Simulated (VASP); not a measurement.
# Be3CCl2 (P-62m) in VASP: further runs, part 3 of 3

VASP 6.6.1. The steps go on from the part before.

## (4) Single point, PBE

This run uses another cell than the first one, of 12.56 Å³/atom, 0.973 times its volume.

Input file INCAR:

```
PREC = Accurate ; ENCUT = 520
EDIFF = 1E-6 ; ISMEAR = 0
SIGMA = 0.1 ; LREAL = F
LASPH = T ; NELM = 100
ALGO = Normal ; ISIF = 2
LWAVE = F ; LCHARG = F
GGA = PE ; NBANDS = 21
```

Input file KPOINTS:

```
Automatic mesh
0
Gamma
  6 6 6
```

Input file POSCAR:

```
Be3CCl2
1.0
    5.3576842400      0.0000000000      0.0000000000
   -2.6788421200      4.6398906600      0.0000000000
    0.0000000000      0.0000000000      3.0313952300
Be C Cl
3 1 2
Direct
    0.0000000000      0.6666666700      0.0000000000
    0.6666666700      0.0000000000      0.0000000000
    0.3333333300      0.3333333300      0.0000000000
    0.0000000000      0.0000000000      0.5000000000
    0.6666666700      0.3333333300      0.5000000000
    0.3333333300      0.6666666700      0.5000000000
```

Potentials or basis: VASP PAW PBE potentials, release 64 (Be, C, Cl).

Started as:

```console
$ cat potpaw_PBE.64/Be/POTCAR potpaw_PBE.64/C/POTCAR potpaw_PBE.64/Cl/POTCAR > POTCAR
$ mpirun -np 1 vasp_std > vasp.out
```

OUTCAR:

```text
PREC = Accurate
   ENCUT = 520
   EDIFF = 1E-6
   ISMEAR = 0
   LREAL = F
   LASPH = T
   NELM = 100
   ISIF = 2
   GGA = PE

 ion  position               nearest neighbor table
   1  0.000  0.667  0.000-   6 2.34   6 2.34   5 2.34   5 2.34
   2  0.667  0.000  0.000-   5 2.34   5 2.34   6 2.34   6 2.34
   3  0.333  0.333  0.000-   5 2.34   5 2.34   6 2.34   6 2.34
   4  0.000  0.000  0.500-
   5  0.667  0.333  0.500-   2 2.34   2 2.34   1 2.34   1 2.34   3 2.34   3 2.34
   6  0.333  0.667  0.500-   1 2.34   1 2.34   2 2.34   2 2.34   3 2.34   3 2.34

  LATTYP: Found a hexagonal cell.
 ALAT       =     5.3576842400
 C/A-ratio  =     0.5658032639

  Lattice vectors:

 A1 = (   5.3576842400,   0.0000000000,   0.0000000000)
 A2 = (  -2.6788421200,   4.6398906600,   0.0000000000)
 A3 = (   0.0000000000,   0.0000000000,   3.0313952300)

Analysis of symmetry for initial positions (statically):
=====================================================================
 Subroutine PRICEL returns:
 Original cell was already a primitive cell.

 Routine SETGRP: Setting up the symmetry group for a
 hexagonal supercell.

 Subroutine GETGRP returns: Found 12 space group operations
 (whereof 12 operations were pure point group operations)
 out of a pool of 24 trial point group operations.

The static configuration has the point symmetry D_3h.

Analysis of symmetry for dynamics (positions and initial velocities):
=====================================================================
 Subroutine PRICEL returns:
 Original cell was already a primitive cell.

 Routine SETGRP: Setting up the symmetry group for a
 hexagonal supercell.

 Subroutine GETGRP returns: Found 12 space group operations
 (whereof 12 operations were pure point group operations)
 out of a pool of 24 trial point group operations.

The dynamic configuration has the point symmetry D_3h.

 Subroutine INISYM returns: Found 12 space group operations
[... 127 lines left out ...]
  Fermi-wavevector in a.u.,A,eV,Ry     =   1.117985  2.112686 17.005802  1.249891
  Thomas-Fermi vector in A             =   2.254613
   LORBIT       =      0    0 simple, 1 ext, 2 COOP (PROOUT), +10 PAW based schemes
   GGA     = PE    functional components
   LHFCALC =     F    Hartree Fock is set to
   AEXX    =    0.0000 exact exchange contribution
   IVDW    =     0    specifies the selected vdW correction
   LEPSILON=     F    determine dielectric tensor
   LRPA    =     F    only Hartree local field effects (RPA)
 non-spin polarized calculation
 Gauss-broadening in eV      SIGMA  =   0.10
  energy-cutoff  :      520.00
  volume of cell :       75.36
 maximum number of plane-waves:      2044
 NGX is ok and might be reduce to    40

 number of electron      24.0000004 magnetization

 Free energy of the ion-electron system (eV)
  ---------------------------------------------------
  ext. energy  EPLUGINS =         0.00000000
  ---------------------------------------------------
  free energy    TOTEN  =       -18.63117778 eV

  energy without entropy =      -18.62051333  energy(sigma->0) =      -18.62584555

 E-fermi :   6.4601     XC(G=0): -10.2314

 val. band max:        6.3951538625   @ k =   0.1667   0.0000   0.1667
 cond. band min:       6.4630284259   @ k =   0.5000   0.0000   0.5000
 fundamental gap:      0.0678745635
 Fermi energy:         6.4600714379

 k-point     1 :       0.0000    0.0000    0.0000
  band No.  band energies     occupation
      1     -13.1700      2.00000
      2     -11.9786      2.00000
      3      -2.9997      2.00000
      4      -2.4491      2.00000
      5      -2.4491      2.00000
      6      -0.5208      2.00000
[... 565 lines left out ...]
     20      12.1671      0.00000
     21      12.9968      0.00000

 [... further k-points ...]

------------------------ aborting loop because EDIFF is reached ----------------------------------------

  FORCE on cell =-STRESS in cart. coord.  units (eV):
  Direction    XX          YY          ZZ          XY          YZ          ZX
  --------------------------------------------------------------------------------------
  -------------------------------------------------------------------------------------
  Total       -0.6135347     -0.6135347     -8.7827869     -0.0000000      0.0000000      0.0000000
  in kB      -13.0443460    -13.0443460   -186.7306057     -0.0000000      0.0000000      0.0000000
  external PRESSURE =     -70.9397659 kB  Pullay stress =       0.0000000 kB

 VOLUME and BASIS-vectors are now :
 -----------------------------------------------------------------------------
  energy-cutoff  :      520.00
  volume of cell :       75.36
      direct lattice vectors                 reciprocal lattice vectors
     5.357684240  0.000000000  0.000000000     0.186647804  0.107761160  0.000000000
    -2.678842120  4.639890660  0.000000000     0.000000000  0.215522320  0.000000000
     0.000000000  0.000000000  3.031395230     0.000000000  0.000000000  0.329881102

 POSITION                                       TOTAL-FORCE (eV/Angst)
 -----------------------------------------------------------------------------------
     -1.78589      3.09326      0.00000        -1.529791      2.649676     -0.000000
      3.57179      0.00000      0.00000         3.059582     -0.000000      0.000000
      0.89295      1.54663      0.00000        -1.529791     -2.649676      0.000000
      0.00000      0.00000      1.51570        -0.000000      0.000000      0.000000
      2.67884      1.54663      1.51570        -0.000000     -0.000000      0.000000
     -0.00000      3.09326      1.51570        -0.000000     -0.000000      0.000000
 -----------------------------------------------------------------------------------
    total drift:                                0.000000     -0.000000     -0.000000

  FREE ENERGIE OF THE ION-ELECTRON SYSTEM (eV)
  ---------------------------------------------------
  free  energy   TOTEN  =       -18.6311777758 eV

  energy  without entropy=      -18.6205133336  energy(sigma->0) =      -18.62584555
```

stdout:

```text
POSCAR found type information on POSCAR BeC Cl
 POSCAR found :  3 types and       6 ions
 scaLAPACK will be used
 LDA part: xc-table for (Slater+PW92), standard interpolation
 POSCAR, INCAR and KPOINTS ok, starting setup
 FFT: planning ... GRIDC
 FFT: planning ... GRID_SOFT
 FFT: planning ... GRID
 WAVECAR not read
 entering main loop
```

It took 19 s on 1 thread of Intel Xeon 6975P-C (Granite Rapids), shared host; peak memory 0.2 GiB.

Results:

* Free energy: -18.6312 eV
* Pressure: -7.1 GPa
* Largest force: 3.060 eV/Å
* Band gap on the k mesh: none (metal or under the smearing width)

Forces on the atoms (eV/Å):
```
Be  -1.530  2.650  0.000
Be   3.060  0.000  0.000
Be  -1.530 -2.650  0.000
C    0.000  0.000  0.000
Cl   0.000  0.000  0.000
Cl   0.000  0.000  0.000
```

Levels at points of the mesh, in eV from the Fermi level:
| k point | band 8 | band 9 | band 10 | band 11 | band 12 | band 13 | band 14 | band 15 | band 16 | band 17 |
| --- | --- | --- | --- | --- | --- | --- | --- | --- | --- | --- |
| (0.00, 0.00, 0.00) | -5.68 | -4.57 | -1.18 | -1.18 | 0.29 | 1.80 | 3.09 | 4.85 | 4.85 | 4.97 |
| (0.50, 0.00, 0.00) | -5.32 | -4.97 | -1.98 | -1.70 | 1.22 | 1.39 | 1.50 | 3.40 | 4.37 | 5.02 |
| (0.00, 0.00, 0.50) | -5.69 | -5.69 | -3.50 | -1.09 | -1.09 | 0.15 | 0.15 | 0.84 | 0.84 | 4.42 |
| (0.50, 0.00, 0.50) | -5.87 | -4.92 | -4.21 | -1.47 | -0.30 | 0.00 | 0.97 | 1.35 | 2.72 | 4.18 |

Caveat: forces of over 1 eV/Å show positions far from the minimum, so gaps and moduli don't describe the material at rest.

## (5) Overview

```tsv
task	cell	k mesh	cutoff (eV)	smearing	gap on the mesh (eV)	pressure (GPa)	largest force (eV/Å)
single point	P-62m, 12.9 Å³/atom	6 × 6 × 10	520	gaussian 0.02 eV	0.68	0.1	0.03
relaxation of cell and atoms	relaxed	6 × 6 × 10	600	gaussian 0.02 eV	0.68	0.0	-
single point	P-62m, 12.56 Å³/atom	6 × 6 × 6	520	gaussian 0.1 eV	none	-7.1	3.06
```

Alike in all rows: level PBE; potentials or basis VASP PAW PBE potentials, release 64 (Be, C, Cl); no spin polarisation.

Caveats: forces of over 1 eV/Å show positions far from the minimum, so gaps and moduli don't describe the material at rest (some runs).

Total energies depend on the potentials used, so only differences within one code and one set of settings carry meaning.
